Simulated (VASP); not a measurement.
Data:

```
PbO
1.0
    4.03216     0.00000     0.00000
    0.00000     4.03216     0.00000
    0.00000     0.00000     5.04373
Pb O
2 2
Cartesian
  2.01608   0.00000   3.85353
  0.00000   2.01608   1.19019
  2.01608   2.01608   0.00000
  0.00000   0.00000   0.00000
```

Method: rev-vdW-DF2, VASP's PBE PAW potentials (set 64) (plane waves; VASP). Settings: 520 eV cut-off, Gaussian smearing of 0.050 eV, potentials Pb_d O.

Unless said otherwise, spin-orbit coupling is left out, though it shifts the bands of the heavy elements here.

Q: Predict the band gap (along the path) with the smallest direct gap where there is one.

A: 
- band gap (along the path): 1.31 eV
- smallest direct gap (along the path): 2.19 eV

Only differences to runs with the same potentials and settings are physical.

The compound is PbO in the litharge structure. It was relaxed first.
